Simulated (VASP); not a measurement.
An input for Quantum ESPRESSO's pw.x (written as the equivalent of a VASP run, and not itself run):

```
&CONTROL
  calculation = 'vc-relax'
  pseudo_dir = './pseudo'
  outdir = './out'
  tprnfor = .true.
  tstress = .true.
  nstep = 60
  forc_conv_thr = 0.00078
/
&SYSTEM
  ibrav = 0
  nat = 3
  ntyp = 2
  ecutwfc = 84
  occupations = 'smearing'
  smearing = 'methfessel-paxton'
  degauss = 0.00735
  input_dft = 'vdw-df-obk8'
/
&ELECTRONS
  conv_thr = 7.3e-08
  electron_maxstep = 100
/
&IONS
/
&CELL
/
ATOMIC_SPECIES
  Ti 47.867 Ti.upf
  S 32.060 S.upf
CELL_PARAMETERS angstrom
     1.6676333   -2.8884260    0.0000000
     1.6676333    2.8884260    0.0000000
    -0.0000000   -0.0000000    5.7211369
ATOMIC_POSITIONS crystal
  Ti   0.0000000  0.0000000  0.0000000
  S    0.3333330  0.6666670  0.2511290
  S    0.6666670  0.3333330  0.7488710
K_POINTS automatic
  10 10 5 0 0 0
```

Problem. Write the VASP files for the same calculation (optB88-vdW).

Solution. Several could match; the one computed here: 
**KPOINTS**
```
Automatic mesh
0
Gamma
10 10 5
0 0 0
```

INCAR:
```
SYSTEM = TiS2
PREC = Accurate
ENCUT = 520
EDIFF = 1E-6
NELM = 100
ALGO = Normal
LREAL = .FALSE.
LASPH = .TRUE.
ISMEAR = 1
SIGMA = 0.1
GGA = BO
PARAM1 = 0.1833333333
PARAM2 = 0.22
LUSE_VDW = .TRUE.
AGGAC = 0.0
LMAXMIX = 4
LWAVE = .FALSE.
LCHARG = .FALSE.
IBRION = 2
ISIF = 3
NSW = 60
EDIFFG = -0.02
```

### POSCAR
```
TiS2
1.0
  1.6676333002  -2.8884259531   0.0000000000
  1.6676333002   2.8884259531   0.0000000000
  0.0000000000   0.0000000000   5.7211368701
Ti S
1 2
Cart
  0.0000000000   0.0000000000   0.0000000000
  1.6676333002   0.9628105767   1.4367430990
  1.6676333002  -0.9628105767   4.2843937711
```

POTCAR, in this order: Ti_sv S (PBE.64 set). Program: vasp_std.

The two are equivalent in intent, not identical: the potentials are each code's own (VASP's PAW set, PseudoDojo norm-conserving files in pw.x), so ENCUT and ecutwfc are chosen apart and not converted; conv_thr bounds pw.x's estimated SCF error, while EDIFF bounds the energy change between steps; forc_conv_thr acts on force components and is met together with etot_conv_thr.

The compound is TiS2 in the 1T layered structure. This run relaxes it. Symmetry was kept, so distortions that lower it aren't found. The start is the result of an earlier pass.
